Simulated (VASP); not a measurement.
Data:

```xyz
3
Lattice="0.0000 2.5148 2.5148 2.5148 0.0000 2.5148 2.5148 2.5148 0.0000" Properties=species:S:1:pos:R:3 pbc="T T T"
Zr     0.0000     0.0000     0.0000
O      1.2574     1.2574     1.2574
O      3.7722     3.7722     3.7722
```

Method: LDA (Ceperley-Alder, Perdew-Zunger), VASP's LDA PAW potentials (set 64) (plane waves; VASP). Settings: 620 eV cut-off, 8×8×8 Γ-centred mesh, Gaussian smearing of 0.050 eV, potentials Zr_sv O.

Q: What does the run give for the energy per atom (σ→0), band gap (on the k-mesh) with the smallest direct gap where there is one?

A: 
The band gap (on the k-mesh) is 3.33 eV. The smallest direct gap (on the k-mesh) is 3.78 eV. The energy per atom (σ→0) is -10.458 eV/atom.

Only differences to runs with the same potentials and settings are physical.

The compound is ZrO2 in the fluorite structure, the high-temperature cubic form, which is unstable at 0 K; the monoclinic form is the stable one. It was relaxed first.
